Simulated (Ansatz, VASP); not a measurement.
**BaY2C2 in two plane-wave programs**

Aim: how closely do two programs agree when they are given the same cell, functional and k mesh? The cell is invented: As first built, before any earlier steps moved the atoms (in the runner's words): it takes the BaAl2Si2 structure with some of its atoms replaced by other elements, volume scaled by an estimate. It may not be a known or stable phase. The cell is taken from a series of VASP runs on this material, whose earlier steps may have relaxed, scaled or displaced it; both programs get it as it stands.

Main program and level: Ansatz 0.2.0; plane waves, with VASP 6.6.1 beside it; relaxation of cell and atoms at PBE.

## Step 1: The structure

The structure is tetragonal, space group I4/mmm (No. 139). Conventional cell: a = 4.523 Å, b = 4.523 Å, c = 12.796 Å, α = 90.00°, β = 90.00°, γ = 90.00°. Nearest to Ba lie 8 C at 3.90 Å and 8 Y at 3.92 Å. Y has 4 C at 2.46 Å and 4 Y at 3.20 Å and 4 Ba at 3.92 Å nearest. Nearest to C lie 4 Y at 2.46 Å. As first built, before any earlier steps moved the atoms (in the runner's words): sites of the BaAl2Si2 structure (space group 139) filled with other elements, volume scaled by an estimate. Farther neighbours are not listed.

## Step 2: Ansatz: relaxation of cell and atoms, PBE

Ansatz runs on its default PAW (the set named soft_2) files.

The relaxed volume is the usual yardstick between codes: its relative difference is about their pressure difference at one cell divided by the bulk modulus.

Input file input.yaml:

```yaml
crystal:
  lattice:
    - [-2.2615156676, 2.2615156676, 6.3982436359]
    - [2.2615156676, -2.2615156676, 6.3982436359]
    - [2.2615156676, 2.2615156676, -6.3982436359]
  atoms:
    - { symbol: Ba, position: [0.0, 0.0, 0.0] }
    - { symbol: "Y", position: [0.25, 0.75, 0.5] }
    - { symbol: "Y", position: [0.75, 0.25, 0.5] }
    - { symbol: C, position: [0.3262436097, 0.3262436097, 0.0] }
    - { symbol: C, position: [0.6737563903, 0.6737563903, 0.0] }
hamiltonian:
  xc: pbe
  pseudopotentials: { kind: paw }
kpoints:
  mp_grid: { grid: [8, 8, 8] }
scf:
  occupations: { method: fermi_dirac, width: 0.05 }
relax:
  f_tol: 0.01
  max_steps: 60
  cell: { stress_tol: 0.05 }
output:
  forces: true
  stress: true
```

The run is started by

```
$ ansatz run input.yaml --threads 4 --pin off --max-ram 9216MiB --backend cpu --events-out ev --progress --plain --runs-dir out
```

Numbers of over 12 decimals in the logs are rounded to 6 here.

Log:

```text
basis.fft_grid_basis auto: the FFT boxes are laid along the combinations [[1, 0, 1], [0, 1, 1], [0, 0, 1]] of the cell's own vectors, 4.523, 4.523 and 7.153 Å long. The dense box has 32×32×48 points. Along the cell's own vectors, as sized, it would have 48×48×48, 2.25 times as many. Of the 16 symmetry operations that the crystal satisfies within crystal.symmetry.tolerance (time reversal apart; of a slab, those that k [...]
Engine: ansatz 0.2.0, aarch64-unknown-linux-gnu
Pseudopotentials: kind: paw
Pseudopotential: Ba, paw, valence charge 10, recommended cutoff 420 eV (normal), Ba.paw.azcp
Pseudopotential: Y, paw, valence charge 11, recommended cutoff 420 eV (normal), Y.paw.azcp
Pseudopotential: C, paw, valence charge 4, recommended cutoff 420 eV (normal), C.paw.azcp
Functional definition: PBE
  parameter kappa = 0.804
  parameter beta = 0.066725
  exchange = pbe_x(kappa = kappa, mu = beta*pi^2/3)
  correlation = pbe_c(beta = beta)
Crystal: 5 atoms, lattice volume = 130.894 Å³
Basis set: ecut = 420 eV, 2549 PW (Γ), FFT grids on a1+a3, a2+a3, a3, exchange–correlation on 64×64×96 points (8 copies of the dense FFT grid, shifted against one another)
Bands: 25, of which v1, the nominal top of the filled ones, is band 20 counted from 1 (19 counted from 0)
Symmetry: 16 space group operations
Space group: I4/mmm (ITA 139), of the structure as read, at distance tolerance 5.1e-5 Å
k-points: 59 of 512
Non-local potential: Ba, projectors of the file, l = 0: 3, l = 1: 2, l = 2: 2, l = 3: 2
Non-local potential: Y, projectors of the file, l = 0: 3, l = 1: 2, l = 2: 2, l = 3: 1
Non-local potential: C, projectors of the file, l = 0: 2, l = 1: 2, l = 2: 1
PAW form: soft (Blöchl's): semilocal exchange-correlation on the pseudo side does not see the compensation charge
PAW one-centre angular grid: Ba, 194 points (default); XC on 64 Gauss nodes
PAW one-centre angular grid: Y, 590 points (default); XC on 64 Gauss nodes
PAW one-centre angular grid: C, 110 points (default); XC on 64 Gauss nodes
Initial density: superposition of atomic densities (neutral atoms: chi_scale 0, normalization atom), corrected by the library's trained network
Initial wavefunctions: pseudopotential atomic-orbital guess
Functional: x = pbe(κ = 0.804, μ = 0.219515), c = pbe(β = 0.066725)
SCF iter   1: F=—  HF=-14147.261815 eV  |F-HF|=—  |Δ(HF+E_count)|=         —  Δρ=7.00e-3  dr2=9.83e-2  ethr=1.77e-3  ⟨swp⟩=8.3  Hψ=8121  notcnv=0
preconditioner: auto → Resta (q_TF=auto, 2.239 Å⁻¹)  ε∞=4.9  [insulator: Δε(μ)=0.502 eV  Ē_g=7.670 eV  σ=0.050 eV  W_gap=0.98  n_scr=32 (ndim 8)  ℏωp=15.2 eV  f_vac=0.000  D(μ)=0.01/eV (n_scr^D=0)  ε∞_Penn≈4.9]
SCF iter   2: F=—  HF=-14147.252139 eV  |F-HF|=—  |Δ(HF+E_count)|=   9.68e-3  Δρ=3.74e-3  dr2=2.59e-2  ethr=2.46e-4  ⟨swp⟩=2.1  Hψ=2716  notcnv=0
SCF iter   3: F=—  HF=-14147.249142 eV  |F-HF|=—  |Δ(HF+E_count)|=   3.00e-3  Δρ=1.80e-3  dr2=3.96e-3  ethr=6.49e-5  ⟨swp⟩=2.0  Hψ=1822  notcnv=0
SCF iter   4: F=—  HF=-14147.249170 eV  |F-HF|=—  |Δ(HF+E_count)|=   2.89e-5  Δρ=2.73e-4  dr2=2.88e-4  ethr=9.90e-6  ⟨swp⟩=2.1  Hψ=1884  notcnv=0
SCF iter   5: F=—  HF=-14147.249169 eV  |F-HF|=—  |Δ(HF+E_count)|=   1.85e-6  Δρ=1.02e-4  dr2=2.32e-5  ethr=7.19e-7  ⟨swp⟩=2.0  Hψ=1847  notcnv=0
SCF iter   6: F=—  HF=-14147.249181 eV  |F-HF|=—  |Δ(HF+E_count)|=   1.19e-5  Δρ=3.64e-5  dr2=4.70e-6  ethr=5.80e-8  ⟨swp⟩=2.0  Hψ=2266  notcnv=0
SCF iter   7: F=—  HF=-14147.249181 eV  |F-HF|=—  |Δ(HF+E_count)|=   4.50e-7  Δρ=9.24e-6  dr2=2.99e-7  ethr=1.18e-8  ⟨swp⟩=2.0  Hψ=1894  notcnv=0
SCF iter   8: F=-14147.249181 eV  HF=-14147.249181 eV  |F-HF|=1.96e-9  |Δ(HF+E_count)|=   7.60e-8  Δρ=1.73e-6  dr2=8.34e-9  ethr=2.50e-10  ⟨swp⟩=4.3  Hψ=5325  notcnv=0
SCF 1 converged in 8 iterations: F = -14147.249181 eV  dr2 = 8.34e-9
  greatest PAW one-centre occupation: 0.993 electrons in one spin orbital (limit 2), on the Y atom at site 2 (counted from 0), in its partial waves of l = 0
relax step   1: F+E_penalty+E_count = -14147.24918110 eV  Δ(F+E_penalty+E_count) = +0.000e0 eV  max|allowed force component| = 3.620e-2 eV/Å  Δτ_max = 0.0000 Å  P = -0.175 GPa  Ω = 130.894 Å³  (8 SCF iters, dr2 threshold 1.00e-7 eV, accepted)
[...]
relax step   2: F+E_penalty+E_count = -14147.25071622 eV  Δ(F+E_penalty+E_count) = -1.535e-3 eV  max|allowed force component| = 4.250e-2 eV/Å  Δτ_max = 0.0221 Å  P = -0.108 GPa  Ω = 129.698 Å³  energy of the carried Pulay correction = +5.539e-4 eV  (6 SCF iters, dr2 threshold 1.60e-7 eV, accepted)
[...]
relax step   3: F+E_penalty+E_count = -14147.25098734 eV  Δ(F+E_penalty+E_count) = -2.711e-4 eV  max|allowed force component| = 6.594e-4 eV/Å  Δτ_max = 0.0070 Å  P = +0.009 GPa  Ω = 129.728 Å³  energy of the carried Pulay correction = +5.397e-4 eV  (5 SCF iters, dr2 threshold 1.13e-7 eV, accepted)
[...]
relax step   4: F+E_penalty+E_count = -14147.25046972 eV  Δ(F+E_penalty+E_count) = +5.176e-4 eV  max|allowed force component| = 6.669e-4 eV/Å  Δτ_max = 0.0000 Å  P = +0.003 GPa  Ω = 129.728 Å³  stress off target by 3.17e-2 GPa  SCF on the basis re-selected at this cell (its energy is not comparable with the rows above)  (6 SCF iters)
basis re-selected at this cell: Δ(F+E_penalty+E_count) = +5.176e-4 eV, ΔP = -0.006 GPa vs the last step (what re-selecting the basis moved, of the pressure what is left beyond the Pulay correction that the steps carried, after the strain that the cell walked since its last selection, with what the two solves' SCF thresholds leave and, on support functions, any second-order correction that the steps lacked; it is no m [...]
SCF converged after 6 iterations
Free energy (F): -14147.250470 eV
Harris-Foulkes:  -14147.250470 eV  (|F-HF|=5.46e-12)
Internal energy: -14147.249961 eV  (E = F + TS)
E sigma→0 (E₀):  -14147.250215 eV
Entropy (-TS):   -0.000509 eV (-0.102 meV/atom)
Fermi energy:    8.328771 eV
--- Per-component energies (eV) ---
  E_band       = -288.757982
  E_kinetic    = 948.662057
  E_local      = -2198.864507  (includes V_loc(G=0)·N_el)
  E_nonlocal   = 209.945820
  E_hartree    = 778.299303
  E_xc         = -610.039761
  E_vxc        = -651.695825  (∫ρ·V_xc dr)
  E_paw        = -11073.227670  (= ΣΔE_a)
  E_vpaw       = -153.404164  (= ΣTr[D̂ρ^β])
  E_aug_tail   = 0.000013  (compensation charges beyond the density's cutoff)
  E_ewald      = -2202.025217
  E_smearing   = -0.000509  (= −TS)
  E_closure    = 0.000000  (closes the sum)
  Σ components = -14147.250470   (vs F -14147.250470, Δ=0.00e0)
--- Forces (eV/Å), atoms counted from 1 ---
  atom   1  Ba    -0.00000000     0.00000000     0.00000000
  atom   2  Y     -0.00000000    -0.00000000     0.00000000
  atom   3  Y     -0.00000000    -0.00000000     0.00000000
  atom   4  C      0.00000000     0.00000000     0.00066688
  atom   5  C      0.00000000     0.00000000    -0.00066688
  max |Σ_I F_I| component: 4.77e-18 eV/Å
--- Stress (GPa, compression-positive) ---
        0.020912       0.000000       0.000000
        0.000000       0.020912      -0.000000
        0.000000       0.000000      -0.031657
  P = ⅓ Tr σ = 0.0034 GPa (0.034 kbar)
--- Relaxed structure (3 steps of the walk, 3 accepted, 1 SCFs on fresh bases) ---
  F+E_penalty+E_count = -14147.25046972 eV   max|allowed force component| = 6.669e-4 eV/Å   (the final SCF, on the basis selected at the relaxed cell)
  cell:  # Å, volume = 129.7281 Å³
    - [-2.256484, 2.256484, 6.369563]
    - [2.256484, -2.256484, 6.369563]
    - [2.256484, 2.256484, -6.369563]
  atoms:
    - { symbol: Ba, position: [2.1689995876286065e-19, 2.1689995876286065e-19, 0] }
    - { symbol: Y, position: [0.250000, 0.75, 0.500000] }
    - { symbol: Y, position: [0.75, 0.250000, 0.500000] }
    - { symbol: C, position: [0.327425, 0.327425, 0] }
    - { symbol: C, position: [0.672575, 0.672575, 0] }
```

It took 10 s on 4 threads of Arm Neoverse V2, shared host; peak memory 0.47 GiB; 40 s of CPU time.

## Step 3: VASP: relaxation of cell and atoms, PBE

The same cell, functional, mesh and smearing now go to VASP, with its own data sets and cutoff.

Lines of VASP's logs that name or quote its potential files are left out, and so is its time.

Input file INCAR:

```
SYSTEM = BaY2C2
PREC = Accurate
ENCUT = 560
EDIFF = 1E-06
NELM = 100
ISMEAR = -1
SIGMA = 0.05
LREAL = .FALSE.
ALGO = Normal
GGA = PE
NBANDS = 26
LORBIT = 11
LWAVE = .FALSE.
LCHARG = .FALSE.
KPAR = 2
IBRION = 2
NSW = 60
ISIF = 3
EDIFFG = -0.01
```

Input file POSCAR:

```
BaY2C2
1.0
   -2.2615156676      2.2615156676      6.3982436359
    2.2615156676     -2.2615156676      6.3982436359
    2.2615156676      2.2615156676     -6.3982436359
Ba Y C
1 2 2
Direct
    0.0000000000      0.0000000000      0.0000000000
    0.2500000000      0.7500000000      0.5000000000
    0.7500000000      0.2500000000      0.5000000000
    0.3262436097      0.3262436097      0.0000000000
    0.6737563903      0.6737563903      0.0000000000
```

Input file KPOINTS:

```
Automatic mesh
0
Gamma
8 8 8
0 0 0
```

PAW data sets: Ba_sv, Y_sv and C (PBE family, release 64).

The run is started by

```
$ mpirun -np 2 vasp_std
```

Log:

```text
[banner, memory and clock lines left out]
running    2 mpi-ranks, on    1 nodes
 distrk:  each k-point on    1 cores,    2 groups
 distr:  one band on    1 cores,    1 groups

 POSCAR found type information on POSCAR BaY C
 POSCAR found :  3 types and       5 ions
 LDA part: xc-table for (Slater+PW92), standard interpolation
 POSCAR, INCAR and KPOINTS ok, starting setup
 FFT: planning ... GRIDC
 FFT: planning ... GRID_SOFT
 FFT: planning ... GRID
 WAVECAR not read
 entering main loop
       N       E                     dE             d eps       ncg     rms          rms(c)
DAV:   1     0.240494926359E+03    0.24049E+03   -0.20166E+04  3068   0.150E+03
DAV:   2    -0.171181236538E+02   -0.25761E+03   -0.25202E+03  3920   0.328E+02
DAV:   3    -0.393176005914E+02   -0.22199E+02   -0.22103E+02  5016   0.713E+01
DAV:   4    -0.403166839266E+02   -0.99908E+00   -0.99720E+00  4712   0.143E+01
DAV:   5    -0.403436155355E+02   -0.26932E-01   -0.26926E-01  4504   0.205E+00    0.478E+01
DAV:   6    -0.324949094579E+02    0.78487E+01   -0.85345E+01  3364   0.247E+01    0.439E+01
DAV:   7    -0.317394091258E+02    0.75550E+00   -0.83371E+00  3662   0.959E+00    0.289E+01
DAV:   8    -0.317384665465E+02    0.94258E-03   -0.13285E+00  4166   0.481E+00    0.800E+00
DAV:   9    -0.316959491984E+02    0.42517E-01   -0.23555E-01  4306   0.172E+00    0.124E+00
DAV:  10    -0.316980401613E+02   -0.20910E-02   -0.24747E-02  4436   0.586E-01    0.537E-01
DAV:  11    -0.316978357436E+02    0.20442E-03   -0.64385E-03  3926   0.286E-01    0.149E-01
DAV:  12    -0.316979790811E+02   -0.14334E-03   -0.66595E-04  3820   0.150E-01    0.136E-01
DAV:  13    -0.316979749014E+02    0.41796E-05   -0.88809E-05  4670   0.386E-02    0.500E-02
DAV:  14    -0.316979790834E+02   -0.41820E-05   -0.20640E-05  3690   0.241E-02    0.722E-03
DAV:  15    -0.316979802498E+02   -0.11664E-05   -0.26762E-06  3032   0.857E-03    0.459E-03
DAV:  16    -0.316979798858E+02    0.36395E-06   -0.82722E-07  1968   0.490E-03
   1 F= -.31697980E+02 E0= -.31697716E+02  d E =-.316980E+02
[...]
2 F= -.31698203E+02 E0= -.31697928E+02  d E =-.223130E-03
[...]
3 F= -.31698203E+02 E0= -.31697927E+02  d E =-.222736E-03
[...]
4 F= -.31698416E+02 E0= -.31698140E+02  d E =-.213299E-03
 trial-energy change:   -0.000213  1 .order   -0.000213   -0.000249   -0.000176
 step:   2.9623(harm=  2.9623)  dis= 0.00959  next Energy=   -31.698626 (dE=-0.424E-03)
 bond charge predicted
       N       E                     dE             d eps       ncg     rms          rms(c)
DAV:   1    -0.317004085744E+02   -0.19931E-02   -0.22919E-01  3068   0.254E+00    0.322E-01
DAV:   2    -0.316991374565E+02    0.12711E-02   -0.80073E-03  4114   0.398E-01    0.198E-01
DAV:   3    -0.316986230087E+02    0.51445E-03   -0.20621E-03  4284   0.199E-01    0.107E-01
DAV:   4    -0.316985916762E+02    0.31333E-04   -0.45819E-04  4484   0.793E-02    0.843E-02
DAV:   5    -0.316986158121E+02   -0.24136E-04   -0.43247E-05  4812   0.241E-02    0.321E-02
DAV:   6    -0.316986269648E+02   -0.11153E-04   -0.80512E-05  4684   0.317E-02    0.108E-02
DAV:   7    -0.316986285088E+02   -0.15440E-05   -0.58027E-06  3536   0.117E-02    0.832E-03
DAV:   8    -0.316986307568E+02   -0.22480E-05   -0.96254E-07  1876   0.588E-03    0.735E-04
DAV:   9    -0.316986308639E+02   -0.10704E-06   -0.36223E-07  1644   0.274E-03
   5 F= -.31698631E+02 E0= -.31698353E+02  d E =-.428242E-03
 curvature:  -2.53 expect dE=-0.313E-04 dE for cont linesearch -0.135E-06
 trial: gam= 0.00594 g(F)=  0.144E-05 g(S)=  0.109E-04 ort = 0.510E-05 (trialstep = 0.129E+01)
 search vector abs. value=  0.124E-04
 reached required accuracy - stopping structural energy minimisation
```

[end of part 1 of 2]

[Lines on the potential files, build, host, timing and source positions are cut from VASP's logs without a mark.]

[Logs are printed without paths, hosts, clocks, repeated set-up lines and the standing remarks that a program may print on its own settings, such as how far it seeks lower states.]

[Hosts, paths, dates, database ids (printed as entryN), source tags and the programs' standing remarks are cut or masked in the printed files.]
